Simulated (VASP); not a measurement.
# Lattice vibrations of CdGeAs2

Wanted: whether CdGeAs2 is dynamically stable, and its vibrational spectrum. The start is a computed cell from the Materials Project.

Program: VASP 6.6.1. Level of theory: PBEsol; plane waves and PAW (Cd, As, Ge). Results are calculated unless marked as measured.

Report form: the programs' logs are mostly left out.

**1. Starting point**

Symmetry: I-42d, No. 122, tetragonal system. The conventional cell has a = 5.978 Å, b = 5.978 Å, c = 11.329 Å, α = 90.00°, β = 90.00°, γ = 90.00°. Nearest to Cd lie 4 As at 2.65 Å. Nearest to As lie 2 Ge at 2.45 Å and 2 Cd at 2.65 Å. Nearest to Ge lie 4 As at 2.45 Å. Farther neighbours are not listed.

**2. Relax the host**

First cell and atoms are relaxed at a raised cutoff, so that later runs start from this functional's own cell.

INCAR

```
SYSTEM = CdGeAs2
PREC = Accurate
ENCUT = 360
EDIFF = 1E-06
NELM = 120
ISMEAR = 0
SIGMA = 0.05
LREAL = .FALSE.
ALGO = Normal
GGA = PS
NBANDS = 34
LORBIT = 11
LWAVE = .FALSE.
LCHARG = .FALSE.
KPAR = 4
IBRION = 2
NSW = 40
ISIF = 3
EDIFFG = -0.02
POTIM = 0.4
```

POSCAR

```
CdGeAs2
1.0
   -2.9888745628      2.9888745628      5.6642966801
    2.9888745628     -2.9888745628      5.6642966801
    2.9888745628      2.9888745628     -5.6642966801
Cd As Ge
2 4 2
Direct
    0.5000000000      0.5000000000      0.0000000000
    0.2500000000      0.7500000000      0.5000000000
    0.0962175700      0.1250000000      0.4712175700
    0.3750000000      0.9037824300      0.0287824300
    0.6537824300      0.6250000000      0.5287824300
    0.8750000000      0.3462175700      0.9712175700
    0.7500000000      0.2500000000      0.5000000000
    0.0000000000      0.0000000000      0.0000000000
```

KPOINTS

```
Automatic mesh
0
Gamma
5 5 5
0 0 0
```

PAW data sets: Cd, As and Ge (PBE family, release 64).

On the command line:

```
mpirun -np 4 vasp_std
```

The job ended after 58 s (4 MPI ranks of Intel Xeon 6975P-C (Granite Rapids), shared host; peak memory 1.5 GiB).

The gap is read on the k-mesh alone, so it is an upper bound where the band edges lie off the mesh. The PAW data sets were made with PBE, which is usual practice but a small mismatch for other functionals. The data set Ge keeps the semicore shell frozen, which is cheaper and a little less accurate. The run keeps the 8 symmetry operations of its start, so it cannot find a distortion of lower symmetry.

Relaxation path:

```tsv
step	energy less that of the first step (eV)	largest force (eV/Å)	pressure (GPa)	volume (Å³)
1	0.0000	0.2236	-0.44	202.41
2	-0.0087	0.1523	0.01	200.79
3	-0.0105	0.0995	0.34	199.65
4	-0.0135	0.0205	0.08	200.43
5	-0.0136	0.0037	-0.01	200.68
```

```tsv
conventional cell, symmetrised	before	after	change
a (Å)	5.978	5.958	-0.3 %
b (Å)	5.978	5.958	-0.3 %
c (Å)	11.329	11.306	-0.2 %
volume (Å³/atom)	25.30	25.09	-0.9 %
```

The atoms that moved most (Å, as changes of fractional coordinates times the final cell):

```tsv
atom	dx	dy	dz	length
As6	0.025	0.000	0.000	0.025
As5	0.000	-0.025	0.000	0.025
As4	-0.025	0.000	0.000	0.025
As3	0.000	0.025	0.000	0.025
```

Final coordinates:

```cif
data_structure
_symmetry_space_group_name_H-M 'P 1'
_symmetry_Int_Tables_number 1
_cell_length_a 7.0503
_cell_length_b 7.0503
_cell_length_c 7.0503
_cell_angle_alpha 130.010
_cell_angle_beta 130.010
_cell_angle_gamma 73.391
_cell_volume 200.68
loop_
_atom_site_label
_atom_site_type_symbol
_atom_site_fract_x
_atom_site_fract_y
_atom_site_fract_z
_atom_site_occupancy
Cd1 Cd 0.50000 0.50000 0.00000 1
Cd2 Cd 0.25000 0.75000 0.50000 1
As3 As 0.10041 0.12500 0.47541 1
As4 As 0.37500 0.89959 0.02459 1
As5 As 0.64959 0.62500 0.52459 1
As6 As 0.87500 0.35041 0.97541 1
Ge7 Ge 0.75000 0.25000 0.50000 1
Ge8 Ge 0.00000 0.00000 0.00000 1
```

Numbers from this step:

| Item | Value |
| --- | --- |
| electronic cycles | 42 |
| electrons | 52 |
| free energy (TOTEN) | -33.04 eV |
| Fermi energy | 2.621 eV |
| pressure | -0.009401 GPa |
| labelled metallic, from the levels on this mesh | no |
| gap on the k-mesh | 0.2254 eV |
| least direct gap on the k-mesh | 0.2254 eV |

The run ended after 5 ionic steps, 0.014 eV below its first step, once forces and stress met EDIFFG = -0.02.

**3. Tight relaxation**

Force constants are second derivatives, so residual forces and stress must first be far smaller than in an ordinary relaxation. Mesh and cutoff differ from the relaxation before, which can move the cell too.

INCAR

```
SYSTEM = CdGeAs2
PREC = Accurate
ENCUT = 350
EDIFF = 1E-08
NELM = 120
ISMEAR = 0
SIGMA = 0.05
LREAL = .FALSE.
ALGO = Fast
GGA = PS
NBANDS = 34
LORBIT = 11
LWAVE = .FALSE.
LCHARG = .FALSE.
KPAR = 4
IBRION = 1
NSW = 30
ISIF = 3
EDIFFG = -0.002
POTIM = 0.4
```

POSCAR

```
CdGeAs2
1.0
   -2.9790612036      2.9790612036      5.6531106076
    2.9790612036     -2.9790612036      5.6531106076
    2.9790612036      2.9790612036     -5.6531106076
Cd As Ge
2 4 2
Direct
    0.5000000000      0.5000000000      0.0000000000
    0.2500000000      0.7500000000      0.5000000000
    0.1004140913      0.1250000000      0.4754140913
    0.3750000000      0.8995859087      0.0245859087
    0.6495859087      0.6250000000      0.5245859087
    0.8750000000      0.3504140913      0.9754140913
    0.7500000000      0.2500000000      0.5000000000
    0.0000000000      0.0000000000      0.0000000000
```

KPOINTS

```
Automatic mesh
0
Gamma
6 6 6
0 0 0
```

On the command line:

```
mpirun -np 4 vasp_std
```

The job ended after 97 s (4 MPI ranks; peak memory 1.6 GiB; 6.4 min of CPU time).

Step by step:

```tsv
step	energy less that of the first step (eV)	largest force (eV/Å)	pressure (GPa)	volume (Å³)
1	0.0000	0.0038	0.02	200.68
2	-0.0001	0.0016	0.00	200.74
3	-0.0002	0.0026	0.00	200.75
4	-0.0002	0.0034	0.00	200.77
5	-0.0002	0.0021	0.00	200.77
6	-0.0002	0.0013	0.00	200.76
```

```tsv
conventional cell, symmetrised	before	after	change
a (Å)	5.958	5.951	-0.1 %
b (Å)	5.958	5.951	-0.1 %
c (Å)	11.306	11.338	+0.3 %
volume (Å³/atom)	25.09	25.10	+0.0 %
```

Final coordinates:

```xyz
8
Lattice="-2.9755 2.9755 5.6690 2.9755 -2.9755 5.6690 2.9755 2.9755 -5.6690" Properties=species:S:1:pos:R:3 pbc="T T T"
Cd    0.0000    0.0000    5.6690
Cd    2.9755    0.0000    2.8345
As    1.4877    1.3414   -1.4173
As    1.6341   -1.4877    7.0863
As    1.4877    1.6341    4.2518
As    1.3414    4.4632    1.4173
Ge    0.0000    2.9755    2.8345
Ge    0.0000    0.0000    0.0000
```

Numbers from this step:

```
electronic cycles              : 53
free energy (TOTEN)            : -33.05 eV
Fermi energy                   : 2.628 eV
pressure                       : -1.55e-4 GPa
gap on the k-mesh              : 0.2003 eV
least direct gap on the k-mesh : 0.2082 eV
```

The run ended after 6 ionic steps, 0.000 eV below its first step, once forces and stress met EDIFFG = -0.002.

**4. Born charges and dielectric tensor**

In a polar insulator long-range dipole fields split longitudinal from transverse optical modes; these two tensors supply that term.

INCAR

```
SYSTEM = CdGeAs2
PREC = Accurate
ENCUT = 350
EDIFF = 1E-08
NELM = 120
ISMEAR = 0
SIGMA = 0.05
LREAL = .FALSE.
ALGO = Normal
GGA = PS
NBANDS = 34
LWAVE = .FALSE.
LCHARG = .FALSE.
KPAR = 4
LEPSILON = .TRUE.
```

POSCAR

```
CdGeAs2
1.0
   -2.9754948759      2.9754948759      5.6690310836
    2.9754948759     -2.9754948759      5.6690310836
    2.9754948759      2.9754948759     -5.6690310836
Cd As Ge
2 4 2
Direct
    0.5000000000      0.5000000000      0.0000000000
    0.2500000000      0.7500000000      0.5000000000
    0.1004108500      0.1250000000      0.4754108500
    0.3750000000      0.8995891500      0.0245891500
    0.6495891500      0.6250000000      0.5245891500
    0.8750000000      0.3504108500      0.9754108500
    0.7500000000      0.2500000000      0.5000000000
    0.0000000000      0.0000000000      0.0000000000
```

KPOINTS is that of step 3.

On the command line:

```
mpirun -np 4 vasp_std
```

Wall time 5.1 min (4 MPI ranks); peak memory 3.2 GiB; 20 min of CPU time.

Energies printed during the response cycles are not total energies of the cell. With a direct gap this small, the dielectric response converges slowly with the mesh, so tensor and charges are uncertain; a mesh that holds the point of the least gap tends to give too large a tensor.

This step gave:

```yaml
pressure: -4.83e-4 GPa
```

Electronic dielectric tensor with local fields:

```
17.33  0.00  0.00
 0.00 17.33  0.00
 0.00  0.00 39.58
```

Born effective charge (e), principal values of the symmetric part by kind of site:

```tsv
atom	atoms with these values	low	middle	high	mean
Cd1	2	1.60	2.15	2.15	1.97
As3	4	-2.07	-1.93	-1.91	-1.97
Ge7	2	1.81	1.81	2.29	1.97
```

In full for As3:

```
-2.03  0.00 -0.01
 0.00 -1.93  0.00
-0.12  0.00 -1.95
```

Piezoelectric tensor with clamped ions (C/m²), by row:

```tsv
field	xx	yy	zz	xy	yz	zx
x	0	0	0	0	0.6155	0
y	0	0	0	0	0	0.6155
z	0	0	0	0.5327	0	0
```

**5. Force constants in the supercell**

System of this step: CdGeAs2. It takes space group I-42d (No. 122, tetragonal). The conventional cell has a = 5.951 Å, b = 5.951 Å, c = 11.338 Å, α = 90.00°, β = 90.00°, γ = 90.00°. Nearest to Cd lie 4 As at 2.63 Å. Nearest to As lie 2 Ge at 2.45 Å and 2 Cd at 2.63 Å. Ge has 4 As at 2.45 Å nearest. Farther neighbours are not listed.

Each independent atom is moved by 0.015 Å both ways; the forces give the force constants out to half the supercell.

INCAR

```
SYSTEM = CdGeAs2
PREC = Accurate
ENCUT = 350
EDIFF = 1E-07
NELM = 120
ISMEAR = 0
SIGMA = 0.05
LREAL = .FALSE.
ALGO = Fast
GGA = PS
NBANDS = 128
LWAVE = .FALSE.
LCHARG = .FALSE.
KPAR = 4
IBRION = 6
NSW = 1
NFREE = 2
POTIM = 0.015
ISIF = 0
ADDGRID = .TRUE.
```

POSCAR

```
CdGeAs2
1.0
    0.0000000000      0.0000000000     11.3380621672
    5.9509897518     -5.9509897518      0.0000000000
    5.9509897518      5.9509897518    -11.3380621672
Cd As Ge
8 16 8
Direct
    0.5000000000      0.0000000000      0.0000000000
    0.5000000000      0.0000000000      0.5000000000
    0.0000000000      0.5000000000      0.0000000000
    0.0000000000      0.5000000000      0.5000000000
    0.5000000000      0.2500000000      0.2500000000
    0.5000000000      0.2500000000      0.7500000000
    0.0000000000      0.7500000000      0.2500000000
    0.0000000000      0.7500000000      0.7500000000
    0.1127054250      0.0122945750      0.2377054250
    0.1127054250      0.0122945750      0.7377054250
    0.6127054250      0.5122945750      0.2377054250
    0.6127054250      0.5122945750      0.7377054250
    0.6372945750      0.2622945750      0.0122945750
    0.6372945750      0.2622945750      0.5122945750
    0.1372945750      0.7622945750      0.0122945750
    0.1372945750      0.7622945750      0.5122945750
    0.6372945750      0.9877054250      0.2622945750
    0.6372945750      0.9877054250      0.7622945750
    0.1372945750      0.4877054250      0.2622945750
    0.1372945750      0.4877054250      0.7622945750
    0.6127054250      0.7377054250      0.4877054250
    0.6127054250      0.7377054250      0.9877054250
    0.1127054250      0.2377054250      0.4877054250
    0.1127054250      0.2377054250      0.9877054250
    0.5000000000      0.7500000000      0.2500000000
    0.5000000000      0.7500000000      0.7500000000
    0.0000000000      0.2500000000      0.2500000000
    0.0000000000      0.2500000000      0.7500000000
    0.0000000000      0.0000000000      0.0000000000
    0.0000000000      0.0000000000      0.5000000000
    0.5000000000      0.5000000000      0.0000000000
    0.5000000000      0.5000000000      0.5000000000
```

KPOINTS

```
Automatic mesh
0
Gamma
3 3 3
0 0 0
```

On the command line:

```
mpirun -np 4 vasp_std
```

Elapsed: 47 min, on 4 MPI ranks; peak memory 7.3 GiB.

The last energy, forces, stress and levels in OUTCAR belong to the last displaced cell, not to the cell of POSCAR.

This step gave:

```
electrons          : 208
lowest frequency   : -6.013 cm⁻¹
highest frequency  : 266.4 cm⁻¹
dynamically stable : yes
zero point energy  : 28.96 meV/atom
heat capacity 300  : 23.54 J/K/mol of atoms
entropy 300        : 38.00 J/K/mol of atoms
```

With the long-range dipole term. The phonon branches at the labelled points (cm⁻¹):

```tsv
point	branch 1	branch 2	branch 3	branch 4	branch 21	branch 22	branch 23	branch 24
Γ	0	0	0	42	250	260	261	266
0.53 of the way	34	34	39	41	252	261	262	263
X	40	40	45	45	257	257	263	263
0.53 of the way	41	41	44	44	257	257	263	263
Y	42	42	45	45	257	257	263	263
0.53 of the way	30	43	49	55	258	259	262	265
S	19	44	47	56	259	259	261	265
0.47 of the way	18	29	34	48	253	260	261	266
Γ	0	0	0	42	250	260	261	266
0.47 of the way	29	29	43	43	253	261	261	263
Z	38	38	50	50	259	259	263	263
0.47 of the way	30	44	48	52	258	260	262	264
S1	19	44	47	56	259	259	261	265
0.53 of the way	22	33	50	54	258	259	260	265
N	26	26	51	53	259	259	260	265
0.47 of the way	30	34	48	52	258	259	261	264
P	42	42	48	48	257	257	262	262
0.47 of the way	38	41	45	49	257	258	262	263
Y1	42	42	45	45	257	257	263	263
0.47 of the way	40	40	49	49	259	259	263	263
Z	38	38	50	50	259	259	263	263
jump to X	40	40	45	45	257	257	263	263
0.47 of the way	41	41	46	46	257	257	263	263
P	42	42	48	48	257	257	262	262
```

Phonon density of states against frequency; read off at these points:

frequency (cm⁻¹), phonon density of states (states/cm⁻¹/cell) and a bar:
```
    -10.0      0.000 
      0.0      0.000 
     10.0      0.004 
     20.0      0.034 ##
     30.0      0.089 ######
     40.0      0.158 ###########
     41.4      0.162 ############
     50.0      0.126 #########
     60.0      0.118 #########
     70.0      0.118 #########
     80.0      0.112 ########
     90.0      0.071 #####
    100.0      0.015 #
    110.0      0.020 #
    120.0      0.027 ##
    130.0      0.038 ###
    140.0      0.064 #####
    150.0      0.091 #######
    153.5      0.117 #########
    160.0      0.089 ######
    170.0      0.019 #
    180.0      0.064 #####
    190.0      0.128 #########
    200.0      0.270 ####################
    210.0      0.175 #############
    220.0      0.001 
    230.0      0.000 
    240.0      0.000 
    250.0      0.197 ##############
    260.0      0.414 ##############################
    270.0      0.016 #
    280.0      0.000
```

Heat capacity at constant volume against temperature:

```tsv
temperature (K)	heat capacity at constant volume (J/K/mol of atoms)
0	0
50	8.88
100	16.3
150	20.2
200	22.0
250	23.0
275	23.3
325	23.7
375	24.0
425	24.2
475	24.4
525	24.5
575	24.5
625	24.6
675	24.6
725	24.7
750	24.7
800	24.7
850	24.8
900	24.8
950	24.8
1000	24.8
```

Table of vibrational entropy by temperature:

```tsv
temperature (K)	vibrational entropy (J/K/mol of atoms)
0	0
25	2.17
75	11.0
100	15.2
150	22.6
175	25.8
200	28.7
250	33.8
275	36.0
300	38.0
350	41.7
375	43.3
425	46.3
450	47.7
475	49.0
525	51.5
550	52.6
575	53.7
625	55.8
650	56.7
700	58.5
725	59.4
750	60.2
800	61.8
825	62.6
850	63.3
900	64.8
925	65.4
975	66.7
1000	67.4
```

**6. Outcome**

```json
{
 "highest frequency": "266 cm⁻¹",
 "lowest frequency": "-6.01 cm⁻¹",
 "zero point energy": "29.0 meV/atom",
 "heat capacity 300": "23.5 J/K/mol of atoms",
 "entropy 300": "38.0 J/K/mol of atoms"
}
```

**Reading.** The spectrum reaches 266 cm⁻¹, and its lowest point lies at -6 cm⁻¹. The lowest point is an imaginary frequency of 6i cm⁻¹ (printed as negative), so small that interpolation and noise in the forces can make it; no clear instability shows in this supercell. Frequencies between the wave vectors that fit the supercell are interpolated.

[Lines on the potential files, build, host, timing and source positions are cut from VASP's logs without a mark.]

[Logs are printed without paths, hosts, clocks, repeated set-up lines and the standing remarks that a program may print on its own settings, such as how far it seeks lower states.]

[Hosts, paths, dates, database ids (printed as entryN), source tags and the programs' standing remarks are cut or masked in the printed files.]

[Runs that stopped without an error message from VASP are left out.]
